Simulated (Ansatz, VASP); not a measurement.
**Hf3Be: VASP beside Ansatz**

```xyz
4
Lattice="-2.0780 2.0780 4.3238 2.0780 -2.0780 4.3238 2.0780 2.0780 -4.3238" Properties=species:S:1:pos:R:3 pbc="T T T"
Hf    0.0000    0.0000    4.3238
Hf    2.0780    0.0000    2.1619
Hf    0.0000    2.0780    2.1619
Be    0.0000    0.0000    0.0000
```

Change from the starting cell: volume scaled by 0.98.

Alike in both runs: task single point; functional PBE; k mesh 9 × 9 × 9; occupations fermi-dirac, width 0.05 eV; no spin polarisation.

```csv
,VASP,Ansatz
version,VASP 6.6.1,Ansatz 0.2.0
potentials or method,"VASP PAW PBE potentials, release 64 (Hf_pv, Be)",Ansatz PAW
plane-wave cutoff (eV),520,420
valence electrons in the cell,32,80
```

|  | VASP | Ansatz | Ansatz less VASP |
| --- | --- | --- | --- |
| gap on the k mesh at the Fermi level (eV) | none | none | - |
| pressure (GPa) | 1.9 | 2.2 | +0.31 |
| largest component of the traceless stress (GPa) | 0.35 | 0.33 | -0.020 |

A gap of «none» marks a metal or a gap that the smearing closes. The two sets of potentials don't hold the same shells in valence.

Spin-orbit coupling is left out, which matters for the levels of Hf.
